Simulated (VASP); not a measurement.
```xyz
3
Lattice="0.0000 3.1625 3.1625 3.1625 0.0000 3.1625 3.1625 3.1625 0.0000" Properties=species:S:1:pos:R:3 pbc="T T T"
Mg     1.5812     1.5812     1.5812
Mg     4.7437     4.7437     4.7437
Si     0.0000     0.0000     0.0000
```

Level of theory: AM05 GGA, VASP's PBE PAW potentials (set 64) (plane waves; VASP 6.6.1). Settings: 520 eV cut-off, 7×7×7 Γ-centred mesh, tetrahedra with Blöchl corrections, potentials Mg Si.

Problem. The job: Mg₂Si (antifluorite), 3 atoms, AM05, static run, 520 eV, 7×7×7 Γ-centred mesh. Roughly how much core time does it take on a busy server core?

Solution. About 10 core-seconds (one run on a shared machine, a rough figure). It had 20 irreducible k-points, 8 bands, up to 1721 plane waves and 13 electronic steps.

The compound is Mg2Si in the antifluorite structure. It was relaxed first.
